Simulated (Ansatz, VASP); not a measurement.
# Ti2CO2 (Ti2CO2 MXene monolayer) in two plane-wave programs

Wanted: the spread between two codes on one cell, functional and k mesh. The structure shown is the start of the Ansatz relaxation below; VASP solves that cell, so the two are compared at the walk's first step.

Main program and level: Ansatz 0.2.0; plane waves, with VASP 6.6.1 beside it; single point at PBE with D3(BJ).

### 1. Set-up

The cell holds 5 atoms: 2 O, 2 Ti and 1 C. Cell: a = 3.100 Å, b = 3.100 Å, c = 33.086 Å, α = 90.0°, β = 90.0°, γ = 120.0°. Vacuum lies along c. The height across the vacuum is the one that the program set for its solve, not the one typed.

### 2. Ansatz: relaxation, PBE with D3(BJ)

Ansatz runs on its default PAW (the set named soft_2) files.

The two programs are compared at the cell with which this relaxation starts, whose forces are those of its first step.

input.yaml

```yaml
crystal:
  lattice:
    - [3.10024, 0.0, 0.0]
    - [-1.55012, 2.6848865978, 0.0]
    - [0.0, 0.0, 22.6430602255]
  atoms:
    - { symbol: O, position: [0.3333333333, 0.6666666667, 0.3974727758] }
    - { symbol: Ti, position: [0.6666666667, 0.3333333333, 0.4459758489] }
    - { symbol: C, position: [0.0, 0.0, 0.5] }
    - { symbol: Ti, position: [0.3333333333, 0.6666666667, 0.5540241511] }
    - { symbol: O, position: [0.6666666667, 0.3333333333, 0.6025272242] }
  periodic: [true, true, false]
kpoints:
  mp_grid: { grid: [12, 12, 1] }
hamiltonian:
  xc: pbe
  dispersion: d3bj
scf:
  occupations: { method: fermi_dirac, width: 0.05 }
  convergence: { dr2_threshold: 1.0e-09 }
relax:
  f_tol: 0.004
  max_steps: 90
  cell: {}
output:
  write_potential: true
  write_density: true
  volumetric_format: npy
```

Run with:

```sh
$ ansatz run input.yaml --threads 4 --pin off --max-ram 6144MiB --backend cpu --events-out ev --progress --plain --runs-dir out
```

Numbers of over 12 decimals in the logs are rounded to 6 here.

The program printed:

```text
Warning: crystal.periodic: the lattice vector that does not repeat stood 0.000° off the slab's normal, 22.643 Å along it as the deck builds it. The run solves the slab on a vector along the normal, 33.086 Å long, with every atom where it was (on the deck's vector they left 18.00 Å outside them, and the widest stretch free of ions among them is 1.22 Å). A fractional position that the run reports is one of the run's ce [...]
Warning: relax.cell: scf.convergence.dr2_threshold = 1e-9 eV is looser than the 2.33188058854e-10 eV advised for a relaxation that steers and ends on the stress (1e-10 eV for each atom of the cell: 5, times the square of relax.cell.stress_2d_tol = 0.05 N/m over 14.6 Å (the atoms' height at the walk's start and 5 Å past either face), 3.415e-2 GPa, over a crystal's default 0.05). What an SCF threshold leaves in a stress goes as its square root, and in the free energy as the threshold itself, and one threshold admits the most on a small cell: [figures from the program's tests cut] Set scf.convergence.dr2_threshold to 2.33188058854e-10 eV or tighter. [rest of the remark cut]
crystal.periodic: the lattice vector that does not repeat stood 0.000° off the slab's normal, 22.643 Å along it as the deck builds it. The run solves the slab on a vector along the normal, 33.086 Å long, with every atom where it was (on the deck's vector they left 18.00 Å outside them, and the widest stretch free of ions among them is 1.22 Å). A fractional position that the run reports is one of the run's cell, which [...]
Engine: ansatz 0.2.0, aarch64-unknown-linux-gnu
Pseudopotentials: kind: paw
Pseudopotential: O, paw, valence charge 6, recommended cutoff 420 eV (normal), O.paw.azcp
Pseudopotential: Ti, paw, valence charge 12, recommended cutoff 420 eV (normal), Ti.paw.azcp
Pseudopotential: C, paw, valence charge 4, recommended cutoff 420 eV (normal), C.paw.azcp
Functional definition: PBE
  parameter kappa = 0.804
  parameter beta = 0.066725
  exchange = pbe_x(kappa = kappa, mu = beta*pi^2/3)
  correlation = pbe_c(beta = beta)
Crystal: 5 atoms, lattice volume = 275.402 Å³
[...]
SCF iter   2: F=—  HF=-6391.584332 eV  |F-HF|=—  |Δ(HF+E_count)|=   9.31e-6  Δρ=1.20e-4  dr2=3.36e-5  ethr=2.74e-8  ⟨swp⟩=4.0  Hψ=1208  notcnv=0
SCF iter   3: F=—  HF=-6391.584329 eV  |F-HF|=—  |Δ(HF+E_count)|=   2.37e-6  Δρ=8.19e-5  dr2=2.01e-5  ethr=2.74e-8  ⟨swp⟩=3.7  Hψ=1122  notcnv=0
SCF iter   4: F=—  HF=-6391.584327 eV  |F-HF|=—  |Δ(HF+E_count)|=   2.57e-6  Δρ=3.51e-5  dr2=3.13e-6  ethr=2.74e-8  ⟨swp⟩=2.8  Hψ=734  notcnv=0
SCF iter   5: F=—  HF=-6391.584320 eV  |F-HF|=—  |Δ(HF+E_count)|=   7.14e-6  Δρ=8.00e-6  dr2=1.86e-7  ethr=7.82e-9  ⟨swp⟩=2.9  Hψ=800  notcnv=0
SCF iter   6: F=—  HF=-6391.584320 eV  |F-HF|=—  |Δ(HF+E_count)|=   9.50e-9  Δρ=1.32e-6  dr2=2.66e-9  ethr=4.64e-10  ⟨swp⟩=3.4  Hψ=1056  notcnv=0
SCF iter   7: F=-6391.584320 eV  HF=-6391.584320 eV  |F-HF|=2.06e-10  |Δ(HF+E_count)|=   1.52e-9  Δρ=5.11e-7  dr2=6.95e-10  ethr=2.50e-12  ⟨swp⟩=16.1  Hψ=4406  notcnv=0
SCF 7 converged in 7 iterations: F = -6391.584320 eV  dr2 = 6.95e-10
relax step   7: F+E_penalty+E_count = -6391.58431951 eV  Δ(F+E_penalty+E_count) = +7.419e-3 eV  max|allowed force component| = 4.087e-3 eV/Å  Δτ_max = 0.0000 Å  P = -0.212 N/m  Ω = 259.923 Å³  fix = [c, alpha, beta]  reactions: c -0.000 N/m  stress off target by 2.12e-1 N/m on what of the cell is left free  SCF on the basis re-selected at this cell (its energy is not comparable with the rows above)  (7 SCF iters)
[...]
relax step   8: F+E_penalty+E_count = -6391.58459875 eV  Δ(F+E_penalty+E_count) = -2.792e-4 eV  max|allowed force component| = 9.026e-4 eV/Å  Δτ_max = 0.0011 Å  P = +0.017 N/m  Ω = 259.601 Å³  energy of the carried Pulay correction = +2.219e-4 eV  fix = [c, alpha, beta]  reactions: c +0.000 N/m  (6 SCF iters, accepted)
[...]
relax step   9: F+E_penalty+E_count = -6391.58439062 eV  Δ(F+E_penalty+E_count) = +2.081e-4 eV  max|allowed force component| = 9.013e-4 eV/Å  Δτ_max = 0.0000 Å  P = +0.014 N/m  Ω = 259.601 Å³  fix = [c, alpha, beta]  reactions: c +0.000 N/m  stress off target by 1.37e-2 N/m on what of the cell is left free  SCF on the basis re-selected at this cell (its energy is not comparable with the rows above)  (4 SCF iters)
basis re-selected at this cell: Δ(F+E_penalty+E_count) = +2.081e-4 eV, ΔP = -0.004 N/m vs the last step (what re-selecting the basis moved, of the pressure what is left beyond the Pulay correction that the steps carried, after the strain that the cell walked since its last selection, with what the two solves' SCF thresholds leave and, on support functions, any second-order correction that the steps lacked; it is no m [...]
SCF converged after 4 iterations
Free energy (F): -6391.584391 eV
Harris-Foulkes:  -6391.584391 eV  (|F-HF|=2.93e-10)
Internal energy: -6391.583433 eV  (E = F + TS)
E sigma→0 (E₀):  -6391.583912 eV
Entropy (-TS):   -0.000957 eV (-0.191 meV/atom)
Fermi energy:    -5.715416 eV
--- Per-component energies (eV) ---
  E_band       = -1036.451457
  E_kinetic    = 986.076870
  E_local      = -120115.744614  (includes V_loc(G=0)·N_el)
  E_nonlocal   = 130.591733
  E_hartree    = 59435.913278
  E_xc         = -393.797348
  E_vxc        = -496.083297  (∫ρ·V_xc dr)
  E_paw        = -2506.184461  (= ΣΔE_a)
  E_vpaw       = -413.125441  (= ΣTr[D̂ρ^β])
  E_aug_tail   = 0.005251  (compensation charges beyond the density's cutoff)
  E_ewald      = 56072.728000
  E_disp       = -1.172144  (pairwise vdW)
  E_smearing   = -0.000957  (= −TS)
  E_closure    = -0.000000  (closes the sum)
  Σ components = -6391.584391   (vs F -6391.584391, Δ=0.00e0)
--- Forces (eV/Å), atoms counted from 1 ---
  atom   1  O      0.00000000     0.00000000     0.00012375
  atom   2  Ti    -0.00000000     0.00000000     0.00090127
  atom   3  C      0.00000000     0.00000000     0.00000000
  atom   4  Ti     0.00000000    -0.00000000    -0.00090127
  atom   5  O     -0.00000000    -0.00000000    -0.00012375
  max |Σ_I F_I| component: 1.08e-19 eV/Å
--- 2D stress c σ (N/m, compression-positive) ---
        0.013679       0.000000      -0.000000
        0.000000       0.013679      -0.000000
       -0.000000      -0.000000       0.000000
  P = ½ c Tr σ = 0.0137 N/m
--- Band table (eV; the first three rows and the last of 19) ---
  k-point 0: bands = ["-63.4854", "-63.4579", "-39.8553", "-39.6522", "-39.5281", "-39.5281", "-39.5120", "-39.5120", "-24.7382", "-24.6541", "-16.9463", "-11.7654", "-10.8699", "-10.8699", "-10.5095", "-10.5095", "-10.3513", "-6.9818", "-5.8389", "-5.8389", "-5.1721", "-5.1721", "-4.3450", "-4.3450", "-4.2981"]
  k-point 1: bands = ["-63.4807", "-63.4541", "-39.8451", "-39.6572", "-39.5558", "-39.5465", "-39.5367", "-39.5174", "-24.6947", "-24.6196", "-16.9105", "-11.6835", "-10.9748", "-10.8140", "-10.6671", "-10.4754", "-10.1662", "-6.8645", "-6.5908", "-6.3085", "-4.9843", "-4.7180", "-4.4327", "-4.3026", "-3.9455"]
  k-point 2: bands = ["-63.4678", "-63.4436", "-39.8166", "-39.7035", "-39.6447", "-39.5934", "-39.5592", "-39.5333", "-24.5819", "-24.5294", "-16.7898", "-11.5192", "-11.0699", "-10.9211", "-10.6687", "-10.3901", "-9.8532", "-7.7634", "-6.8780", "-6.8457", "-5.1379", "-4.4733", "-4.1677", "-3.8721", "-3.5611"]
  k-point 18: bands = ["-63.3994", "-63.3994", "-39.9260", "-39.9260", "-39.8539", "-39.7903", "-39.6222", "-39.6222", "-24.1576", "-24.1576", "-15.4716", "-11.2360", "-11.2225", "-10.7837", "-10.7837", "-9.9227", "-9.9227", "-9.0083", "-8.7036", "-8.7036", "-4.6454", "-4.2151", "-4.2151", "-3.3947", "-3.0042"]
  the weakly bound empty levels are not read free of the cell's end (no_gap_told)
--- Relaxed structure (7 steps of the walk, 7 accepted, 2 SCFs on fresh bases) ---
  F+E_penalty+E_count = -6391.58439062 eV   max|allowed force component| = 9.013e-4 eV/Å   (the final SCF, on the basis selected at the relaxed cell)
  cell:  # Å, volume = 259.6012 Å³
    - [3.009990, 0, 0]
    - [-1.504995, 2.606728, 0]
    - [0, 0, 33.086120]
  atoms:
    - { symbol: O, position: [0.333333, 0.666667, 0.275211] }
    - { symbol: Ti, position: [0.666667, 0.333333, 0.302832] }
    - { symbol: C, position: [0, 0, 0.342184] }
    - { symbol: Ti, position: [0.333333, 0.666667, 0.381535] }
    - { symbol: O, position: [0.666667, 0.333333, 0.409157] }
```

### 3. VASP: single point, PBE with D3(BJ), start cell

The same cell, functional, mesh and smearing now go to VASP, with its own data sets.

Lines of VASP's logs that name or quote its potential files are left out, and so is its time.

INCAR

```
SYSTEM = Ti2CO2
PREC = Accurate
ENCUT = 520
EDIFF = 1E-06
NELM = 120
ISMEAR = -1
SIGMA = 0.05
LREAL = .FALSE.
ALGO = Normal
GGA = PE
IVDW = 12
NBANDS = 26
LASPH = .TRUE.
LORBIT = 11
LWAVE = .FALSE.
LCHARG = .FALSE.
ISIF = 2
LDIPOL = .TRUE.
IDIPOL = 3
DIPOL = 0.5 0.5 0.342
LVHAR = .TRUE.
GGA_COMPAT = .FALSE.
EFERMI = MIDGAP
NELMDL = -8
KPAR = 2
```

POSCAR

```
Ti2CO2
1.0
    3.1002400000      0.0000000000      0.0000000000
   -1.5501200000      2.6848870000      0.0000000000
    0.0000000000      0.0000000000     33.0861200000
O Ti C
2 2 1
Direct
    0.3333332092      0.6666664184      0.2720173898
    0.6666666046      0.3333332092      0.4123499522
    0.6666666046      0.3333332092      0.3052113092
    0.3333332092      0.6666664184      0.3791560328
    0.0000000000      0.0000000000      0.3421836710
```

KPOINTS

```
Automatic mesh
0
Gamma
12 12 1
0 0 0
```

PAW data sets: O, Ti_sv and C (PBE family, release 64).

Run with:

```sh
$ mpirun -np 2 vasp_std
```

The program printed:

```text
[banner, memory and clock lines left out]
running    2 mpi-ranks, on    1 nodes
 distrk:  each k-point on    1 cores,    2 groups
 distr:  one band on    1 cores,    1 groups

 POSCAR found type information on POSCAR O TiC
 POSCAR found :  3 types and       5 ions
 LDA part: xc-table for (Slater+PW92), standard interpolation
 POSCAR, INCAR and KPOINTS ok, starting setup
 FFT: planning ... GRIDC
 FFT: planning ... GRID_SOFT
 FFT: planning ... GRID
 WAVECAR not read
 entering main loop
       N       E                     dE             d eps       ncg     rms          rms(c)
DAV:   1     0.432675022205E+03    0.43268E+03   -0.20037E+04  1220   0.131E+03
DAV:   2     0.171208028607E+02   -0.41555E+03   -0.40837E+03  1236   0.385E+02
DAV:   3    -0.526131051701E+02   -0.69734E+02   -0.68592E+02  1458   0.151E+02
DAV:   4    -0.584511500443E+02   -0.58380E+01   -0.58326E+01  1584   0.408E+01
DAV:   5    -0.588820365892E+02   -0.43089E+00   -0.43087E+00  1456   0.801E+00
DAV:   6    -0.588929135503E+02   -0.10877E-01   -0.10877E-01  1536   0.166E+00
DAV:   7    -0.588933718625E+02   -0.45831E-03   -0.45831E-03  1464   0.248E-01
DAV:   8    -0.588933781921E+02   -0.63296E-05   -0.63297E-05  1560   0.380E-02    0.261E+01
DAV:   9    -0.473333197432E+02    0.11560E+02   -0.13482E+02  1272   0.858E+01    0.180E+01
DAV:  10    -0.455895190961E+02    0.17438E+01   -0.71142E+01  1338   0.499E+01    0.901E+00
DAV:  11    -0.442812587957E+02    0.13083E+01   -0.51295E+00  1346   0.188E+01    0.312E+00
DAV:  12    -0.444139328978E+02   -0.13267E+00   -0.22816E+00  1528   0.957E+00    0.349E+00
DAV:  13    -0.442772642325E+02    0.13667E+00   -0.10375E+00  1366   0.648E+00    0.617E-01
DAV:  14    -0.442872630798E+02   -0.99988E-02   -0.94761E-02  1232   0.248E+00    0.796E-01
[...]
DAV:  22    -0.442786206266E+02   -0.66609E-04   -0.10189E-05  1190   0.235E-02    0.453E-03
DAV:  23    -0.442786710175E+02   -0.50391E-04   -0.65877E-06  1040   0.176E-02    0.271E-03
DAV:  24    -0.442786770936E+02   -0.60760E-05   -0.77979E-07   562   0.741E-03    0.244E-03
DAV:  25    -0.442786866269E+02   -0.95333E-05   -0.63407E-07   636   0.463E-03    0.148E-03
DAV:  26    -0.442786934644E+02   -0.68375E-05   -0.66720E-07   612   0.405E-03    0.852E-04
DAV:  27    -0.442786946640E+02   -0.11996E-05   -0.90983E-08   542   0.210E-03    0.639E-04
DAV:  28    -0.442786957733E+02   -0.11093E-05   -0.83077E-08   542   0.160E-03    0.199E-04
DAV:  29    -0.442786967684E+02   -0.99511E-06   -0.74807E-08   542   0.132E-03
   1 F= -.45384366E+02 E0= -.45384006E+02  d E =-.719995E-03
```

From OUTCAR (step 3):

```text
ion  position               nearest neighbor table
   1  0.333  0.667  0.272-   3 2.10   3 2.10   3 2.10
   2  0.667  0.333  0.412-   4 2.10   4 2.10   4 2.10
   3  0.667  0.333  0.305-   1 2.10   1 2.10   1 2.10   5 2.17   5 2.17   5 2.17
   4  0.333  0.667  0.379-   2 2.10   2 2.10   2 2.10   5 2.17   5 2.17   5 2.17
   5  0.000  0.000  0.342-   4 2.17   3 2.17   3 2.17   4 2.17   4 2.17   3 2.17

  LATTYP: Found a hexagonal cell.
 ALAT       =     3.1002400000
 C/A-ratio  =    10.6721157072

 Subroutine GETGRP returns: Found 12 space group operations
 (whereof  6 operations were pure point group operations)

The static configuration has the point symmetry C_3v.
 The point group associated with its full space group is D_3d.

 Found     19 irreducible k-points:

   k-points           NKPTS =     19   k-points in BZ     NKDIM =     19   number of bands    NBANDS=     26

   dimension x,y,z NGX =    24 NGY =   24 NGZ =  250
   dimension x,y,z NGXF=    48 NGYF=   48 NGZF=  500

   ENCUT  =  520.0 eV  38.22 Ry    6.18 a.u.   5.76  5.76 61.52*2*pi/ulx,y,z

   NELECT =      40.0000    total number of electrons

 k-points in reciprocal lattice and weights: Automatic mesh
   0.00000000  0.00000000  0.00000000       0.007
   0.08333333 -0.00000000  0.00000000       0.042
   0.16666667  0.00000000  0.00000000       0.042
   0.25000000  0.00000000  0.00000000       0.042
   0.33333333  0.00000000  0.00000000       0.042
   0.41666667  0.00000000  0.00000000       0.042
   0.50000000  0.00000000  0.00000000       0.021
   0.08333333  0.08333333  0.00000000       0.042
   0.16666667  0.08333333  0.00000000       0.083
[...]
0.33333333  0.25000000  0.00000000       0.083
   0.33333333  0.33333333  0.00000000       0.014

 dipolmoment           0.000000      0.000000      0.000001 electrons x Angstroem

 average (electrostatic) potential at core
       1 -79.4220       2 -79.4219       3 -86.1633       4 -86.1633       5 -58.3106

 E-fermi :  -4.6887

 k-point     1 :       0.0000    0.0000    0.0000
  band No.  band energies     occupation
    ...
     16      -7.5143      2.00000
     17      -7.5143      2.00000
     18      -5.2490      1.99997
     19      -4.8326      1.89336
     20      -4.8326      1.89336
     21      -3.9068      0.00000
     22      -3.9068      0.00000
     23      -3.1641      0.00000
     24      -2.7240      0.00000
     25      -2.7240      0.00000
    ...

 k-point     2 :       0.0833   -0.0000    0.0000
  band No.  band energies     occupation
    ...
     16      -7.4975      2.00000
     17      -7.4164      2.00000
     18      -5.4289      2.00000
     19      -5.1703      1.99987
     20      -5.1566      1.99983
     21      -3.7877      0.00000
     22      -3.5950      0.00000
     23      -3.0601      0.00000
     24      -2.6681      0.00000
     25      -2.6531      0.00000
    ...

 k-point     3 :       0.1667    0.0000    0.0000
  band No.  band energies     occupation
    ...
     16      -7.4639      2.00000
     17      -7.1357      2.00000
     18      -6.4487      2.00000
     19      -5.6607      2.00000
     20      -5.2052      1.99993
     21      -3.9217      0.00000
     22      -3.2260      0.00000
     23      -2.6979      0.00000
     24      -2.5334      0.00000
     25      -2.4246      0.00000
    ...

 Edisp (eV)   -1.10567

  Total      -7.20098    -7.20098    -3.90776     0.00000     0.00000     0.00000
  in kB     -41.89236   -41.89237   -22.73378     0.00000     0.00000     0.00000
  external pressure =      -35.51 kB  Pullay stress =        0.00 kB

  energy-cutoff  :      520.00
  volume of cell :      275.40
      direct lattice vectors                 reciprocal lattice vectors
     3.100240000  0.000000000  0.000000000     0.322555673  0.186227577  0.000000000
    -1.550120000  2.684887000  0.000000000     0.000000000  0.372455154  0.000000000
     0.000000000  0.000000000 33.086120000     0.000000000  0.000000000  0.030224154

 POSITION                                       TOTAL-FORCE (eV/Angst)
 -----------------------------------------------------------------------------------
      0.00000      1.78992      9.00000        -0.000000      0.000000      2.695413
      1.55012      0.89496     13.64306         0.000000     -0.000000     -2.695413
      1.55012      0.89496     10.09826        -0.000000      0.000000     -3.543267
      0.00000      1.78992     12.54480        -0.000000     -0.000000      3.543267
      0.00000      0.00000     11.32153         0.000000     -0.000000      0.000000
 -----------------------------------------------------------------------------------
    total drift:                               -0.000000      0.002893      0.000156

  FREE ENERGIE OF THE ION-ELECTRON SYSTEM (eV)
  ---------------------------------------------------
  free  energy   TOTEN  =       -45.3843663771 eV

  energy  without entropy=      -45.3836463821  energy(sigma->0) =      -45.38400638

 vacuum level on the upper side and lower side of the slab         2.740         2.740

 total charge
# of ion       s       p       d       tot
------------------------------------------
    1        1.579   3.341   0.000   4.920
    2        1.579   3.341   0.000   4.920
    3        2.190   6.226   1.764  10.180
    4        2.190   6.226   1.764  10.180
    5        0.888   1.543   0.000   2.431
--------------------------------------------------
tot          8.425  20.677   3.527  32.629

[... 3 further parts left out ...]
```

### 4. Comparison

Known differences besides the potentials themselves: Ansatz cuts the interaction across the vacuum, VASP repeats the sheet with a dipole correction; the cutoff is 420 eV in Ansatz and 520 eV in VASP. Total energies have different zeros and are not compared.

Forces (eV/Å; atoms numbered as in POSCAR):

| atom | Ansatz x, y, z | VASP x, y, z |
| --- | --- | --- |
| O1 | 0.000, 0.000, 2.738 | 0.000, 0.000, 2.695 |
| O2 | 0.000, 0.000, -2.738 | 0.000, 0.000, -2.695 |
| Ti3 | 0.000, 0.000, -3.565 | 0.000, 0.000, -3.543 |
| Ti4 | 0.000, 0.000, 3.565 | 0.000, 0.000, 3.543 |
| C5 | 0.000, 0.000, 0.000 | 0.000, 0.000, 0.000 |

The forces differ by 18 meV/Å r.m.s., which is 1.1 % of the r.m.s. force of 1.626 eV/Å (both taken over all components). With vacuum in the cell, a pressure given here is an average over mostly empty space and none of the material.

### 5. Summary of results

| Property | Result |
| --- | --- |
| r.m.s. force difference (single point, PBE with D3(BJ), start cell) | 1.1 % of the r.m.s. force |

What this shows: The r.m.s. force difference is 1.1 % of the r.m.s. force (single point, PBE with D3(BJ), start cell), within the 3 % picked in this series as the mark of a large difference. 1 further run of this series is not shown here. Such differences can come from data sets, numerical settings and the points named under the comparisons, not from the functional's error against experiment.

[Lines on the potential files, build, host, timing and source positions are cut from VASP's logs without a mark.]

[Logs are printed without paths, hosts, clocks, repeated set-up lines and the standing remarks that a program may print on its own settings, such as how far it seeks lower states.]

[Hosts, paths, dates, database ids (printed as entryN), source tags and the programs' standing remarks are cut or masked in the printed files.]
